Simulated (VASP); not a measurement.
```yaml
crystal:
  lattice:
    - [3.50357, 0.00000, 0.00000]
    - [0.00000, 3.50357, 0.00000]
    - [0.00000, 0.00000, 3.50357]
  atoms:
    - { symbol: Si, position: [0.00000, 0.00000, 0.00000] }
    - { symbol: Ni, position: [0.00000, 0.50000, 0.50000] }
    - { symbol: Ni, position: [0.50000, 0.00000, 0.50000] }
    - { symbol: Ni, position: [0.50000, 0.50000, 0.00000] }
```

These are PBE GGA, VASP's PBE PAW potentials (set 64) (plane waves; VASP) values and carry that method's errors. Settings: 480 eV cut-off, 8×8×8 Γ-centred mesh, first-order Methfessel-Paxton smearing of 0.10 eV, potentials Si Ni.

**Question.** Predict the energy per atom (σ→0), band gap (on the k-mesh) with the smallest direct gap where there is one.

**Answer.** 
The band gap (on the k-mesh) is none (metal, semimetal or under 0.01 eV) and the energy per atom (σ→0) is -5.920 eV/atom.

The compound is Ni3Si in the L1_2 structure. It was relaxed first. The run is not spin-polarised, so no magnetic state was tried.
